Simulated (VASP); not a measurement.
Input:

```yaml
crystal:
  lattice:
    - [2.83197, -1.43504, 0.00885]
    - [2.83197, 1.43504, 0.00885]
    - [-1.41811, 0.00000, 4.47811]
  atoms:
    - { symbol: Mn, position: [0.97796, 0.97796, 0.02031] }
    - { symbol: H, position: [0.48116, 0.48116, 0.54185] }
    - { symbol: O, position: [0.55408, 0.55408, 0.78484] }
    - { symbol: O, position: [0.39386, 0.39386, 0.23777] }
```

Level of theory: PBEsol GGA with spin-orbit coupling, VASP's PBE PAW potentials (set 64) (plane waves; VASP). Numerical set-up: 520 eV cut-off, 8×8×5 Γ-centred mesh, Gaussian smearing of 0.050 eV, potentials Mn_pv H O.

The run has a spin-polarised start. Without a dispersion term in the relaxation, distances and binding between the weakly bound layers, chains or molecules are unreliable, and so is what depends on them.

Task: Give the energies of bands 20 to 33 at the high-symmetry points, in eV from the valence-band maximum.

Result: 
```tsv
band	Γ	C	Y2	M2	D	A	V2
20	-3.17	-4.25	-3.81	-4.03	-4.41	-3.08	-4.19
21	-3.06	-4.17	-3.78	-3.60	-4.20	-2.88	-4.05
22	-3.02	-3.92	-3.36	-3.44	-3.59	-2.85	-3.67
23	-2.96	-2.96	-2.94	-2.70	-3.02	-2.83	-3.02
24	-2.78	-2.51	-2.62	-2.62	-2.41	-2.58	-2.66
25	-2.33	-1.82	-2.07	-2.15	-2.03	-1.83	-2.16
26	0.00	-0.94	-1.22	-0.42	-0.69	-0.23	-0.36
27	0.38	0.79	0.27	0.58	0.49	0.56	0.50
28	0.79	0.85	1.33	1.18	0.74	0.80	0.99
29	0.96	1.15	1.47	1.33	1.11	1.28	1.27
30	1.53	1.51	1.57	1.57	1.40	1.39	1.41
31	2.46	2.26	2.17	2.49	2.36	2.43	2.51
32	3.35	2.88	3.28	3.05	2.71	3.13	3.04
33	3.37	8.72	7.91	7.40	8.51	4.68	6.75
```

The gap is indirect, 0.27 eV, from the valence maximum at Γ to the conduction minimum at Y2.

The structure comes from a computed database's MnHO2 entry (Cm); how it stands against other phases isn't given here. It was relaxed first.
